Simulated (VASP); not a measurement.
A hop in SiC (zinc blende): Al into a Si vacancy, in a supercell of 63 atoms with charge -1. Nudged elastic band with 3 images between relaxed ends, without a climbing image, so the barrier is a lower bound. The numbers are results of PBE GGA, VASP's PBE PAW potentials (set 64) (plane waves; VASP 6.6.1), not measurements. Numerical set-up: PREC = Normal, LREAL = Auto, ISYM = 0, NELECT = 252.0, 400 eV cut-off, 1×1×1 Γ-centred mesh, Gaussian smearing of 0.050 eV, potentials Si C Al.

The cell is charged, with a uniform compensating background. The supercell is sampled at Γ alone, which is coarse: total energies, pressure and levels can be off, energies of defects by several tenths of an eV.

First end (POSCAR):

```
AlC32Si30
1.0
     8.758331    0.000000    0.000000
     0.000000    8.758331    0.000000
     0.000000    0.000000    8.758331
Si C Al
30 32 1
Direct
     0.501055    0.000263    0.000598
     0.750117    0.249012    0.999961
     0.750099    0.999576    0.249400
     0.000291    0.999971    0.000317
     0.250060    0.251691    0.000397
     0.498415    0.499768    0.000127
     0.750137    0.749838    0.000158
     0.250025    0.999968    0.252102
     0.752935    0.503638    0.250863
     0.498379    0.999687    0.500147
     0.753002    0.250533    0.503931
     0.750126    0.999802    0.750202
     0.000263    0.500168    0.999820
     0.250432    0.749802    0.999837
     0.999667    0.249650    0.249972
     0.248970    0.499162    0.248375
     0.501111    0.748442    0.251603
     0.000233    0.999422    0.500567
     0.248910    0.247967    0.499595
     0.750851    0.749479    0.498691
     0.250496    0.999400    0.750170
     0.501070    0.251320    0.748738
     0.750906    0.498290    0.749933
     0.001161    0.750841    0.249439
     0.000472    0.499718    0.500034
     0.249913    0.749052    0.500883
     0.001183    0.248984    0.751263
     0.249869    0.500474    0.749478
     0.499053    0.746902    0.747306
     0.999637    0.750077    0.750446
     0.631945    0.119512    0.119947
     0.875721    0.374424    0.123529
     0.875743    0.123215    0.374785
     0.125291    0.124743    0.125172
     0.368382    0.381137    0.119136
     0.625637    0.625116    0.125150
     0.875801    0.874348    0.125103
     0.368302    0.118742    0.381546
     0.649273    0.367408    0.367830
     0.877833    0.627518    0.374452
     0.625603    0.124844    0.625476
     0.877894    0.374056    0.627871
     0.875803    0.124693    0.874738
     0.123207    0.626521    0.123282
     0.374535    0.875765    0.124626
     0.124046    0.374145    0.374498
     0.359373    0.637602    0.361285
     0.625481    0.874718    0.375174
     0.123228    0.122867    0.626935
     0.359230    0.360916    0.637963
     0.640626    0.635512    0.635967
     0.875639    0.875979    0.625701
     0.374562    0.124270    0.876076
     0.625441    0.374791    0.875171
     0.875727    0.625317    0.876400
     0.123572    0.875360    0.374573
     0.124262    0.625417    0.625775
     0.375248    0.873251    0.626005
     0.123562    0.374148    0.875848
     0.375234    0.625567    0.873671
     0.625612    0.874031    0.874406
     0.125328    0.874819    0.875185
     0.495270    0.253080    0.253567
```

Last end:

```
AlC32Si30
1.0
     8.758331    0.000000    0.000000
     0.000000    8.758331    0.000000
     0.000000    0.000000    8.758331
Si C Al
30 32 1
Direct
     0.499141    0.002765    0.003169
     0.750976    0.251331    1.000428
     0.751013    1.000062    0.251716
    -0.000374    0.999558   -0.000100
     0.249862    0.249060    0.000920
     0.501071    0.498399    0.001627
     0.750162    0.749812    0.000144
     0.249775    1.000423    0.249478
     0.752950    0.499008    0.246298
     0.501023    1.001321    0.498649
     0.752995    0.245975    0.499333
     0.750121    0.999786    0.750159
     0.001252    0.500579    0.999052
     0.250464    0.750189    1.000220
     1.000481    0.249967    0.250288
     0.248905    0.501677    0.250868
     0.498450    0.749937    0.250216
     0.001203    0.998666    0.501009
     0.248775    0.250451    0.502099
     0.750033    0.749969    0.500954
     0.250514    0.999799    0.750616
     0.498433    0.249823    0.750304
     0.750064    0.500575    0.750348
     0.000204    0.750127    0.249825
    -0.000413    0.500069    0.500393
     0.250120    0.749495    0.498318
     0.000192    0.249429    0.750557
     0.250080    0.497828    0.749937
     0.501119    0.749360    0.749687
     1.000297    0.749655    0.750042
     0.640802    0.114056    0.114538
     0.877983    0.375594    0.122369
     0.878014    0.122051    0.375974
     0.124243    0.124181    0.124595
     0.359198    0.388781    0.112456
     0.625654    0.624839    0.124902
     0.875689    0.873583    0.124657
     0.359111    0.112077    0.389081
     0.649142    0.381568    0.381943
     0.875618    0.626392    0.375563
     0.625604    0.124544    0.625117
     0.875649    0.375196    0.626716
     0.875657    0.124233    0.873938
     0.123222    0.626737    0.123447
     0.375270    0.876390    0.124418
     0.123974    0.375545    0.375923
     0.368451    0.630828    0.368885
     0.625440    0.874893    0.375236
     0.123256    0.123012    0.627208
     0.368376    0.368400    0.631168
     0.631805    0.629879    0.630299
     0.875766    0.875163    0.625288
     0.375300    0.123998    0.876760
     0.625437    0.374826    0.875300
     0.875798    0.624875    0.875586
     0.123598    0.874039    0.375891
     0.125293    0.624829    0.625263
     0.374510    0.873899    0.625742
     0.123627    0.375417    0.874484
     0.374516    0.625350    0.874227
     0.625634    0.875570    0.875936
     0.125349    0.874800    0.875195
     0.495372    0.496085    0.496538
```

Problem. Predict the energy profile and the barrier.

Solution. 
```tsv
image	path length (Å)	E − E(first end) (eV)
0	0.00	0.000
1	0.84	1.207
2	1.69	2.312
3	2.53	1.215
4	3.37	-0.001
```
The highest image is number 2 (counting the first end as 0), 1.69 Å along the path. The barrier is 2.31 eV forward and 2.31 eV back; the ends differ by 0.00 eV.

The cell is a supercell with a defect, built from SiC (zinc blende): Al into a Si vacancy, charge -1. The run is not spin-polarised, so no state with unpaired spins was tried.
